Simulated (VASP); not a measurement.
An input for Ansatz (written as the equivalent of a VASP run, and not itself run):

Ansatz 0.2 input:
```yaml
crystal:
  lattice:
    - [0.0000000, 4.3075636, 4.3075636]
    - [4.3075636, 0.0000000, 4.3075636]
    - [4.3075636, 4.3075636, 0.0000000]
  atoms:
    - { symbol: Ca, position: [0.5000000, 0.5000000, 0.5000000] }
    - { symbol: Pb, position: [1.0000000, 0.0000000, 1.0000000] }
    - { symbol: F, position: [0.7593864, 0.7593864, 0.2406136] }
    - { symbol: F, position: [0.2406136, 0.2406136, 0.7593864] }
    - { symbol: F, position: [0.2406136, 0.7593864, 0.7593864] }
    - { symbol: F, position: [0.7593864, 0.2406136, 0.2406136] }
    - { symbol: F, position: [0.7593864, 0.2406136, 0.7593864] }
    - { symbol: F, position: [0.2406136, 0.7593864, 0.2406136] }
kpoints:
  mp_grid: { grid: [4, 4, 4] }
hamiltonian:
  xc: r2scan
  pseudopotentials: { kind: paw }
scf:
  occupations: { method: gaussian, width: 0.05 }
  max_iter: 100
relax:
  max_steps: 60
  f_tol: 0.02
  cell: {}
output: { forces: true, stress: true, eigenvalues: true }
```

Write the VASP files for the same calculation (r2SCAN).

Several could match; the one computed here: 
### INCAR
```
SYSTEM = CaPbF6
PREC = Accurate
ENCUT = 520
EDIFF = 1E-6
NELM = 100
ALGO = Normal
LREAL = .FALSE.
LASPH = .TRUE.
ISMEAR = 0
SIGMA = 0.05
METAGGA = R2SCAN
LMIXTAU = .TRUE.
LMAXMIX = 4
LWAVE = .FALSE.
LCHARG = .FALSE.
IBRION = 2
ISIF = 3
NSW = 60
EDIFFG = -0.02
```

**POSCAR**
```
CaPbF6
1.0
  0.0000000000   4.3075635756   4.3075635756
  4.3075635756   0.0000000000   4.3075635756
  4.3075635756   4.3075635756   0.0000000000
Ca Pb F
1 1 6
Cartesian
  4.3075635756   4.3075635756   4.3075635756
  4.3075635756   8.6151271512   4.3075635756
  4.3075635756   4.3075635756   6.5422103490
  4.3075635756   4.3075635756   2.0729168022
  6.5422103490   4.3075635756   4.3075635756
  2.0729168022   4.3075635756   4.3075635756
  4.3075635756   6.5422103490   4.3075635756
  4.3075635756   2.0729168022   4.3075635756
```

**KPOINTS**
```
kpoints
0
gamma
4 4 4
0 0 0
```

POTCAR, in this order: Ca_sv Pb_d F (PBE.64 set). Program: vasp_std.

The two are equivalent in intent, not identical: each code has its own PAW files, so the cut-off isn't converted (ENCUT is set for VASP's; basis.ecutwfc is left out, and Ansatz then takes the one that its files recommend); Ansatz stops its SCF on the density residual and VASP on the energy change (EDIFF).

The structure comes from a computed database's CaPbF6 entry (Fm-3m); how it stands against other phases isn't given here. This run relaxes it. Symmetry was kept, so distortions that lower it aren't found. The start is the result of an earlier pass.
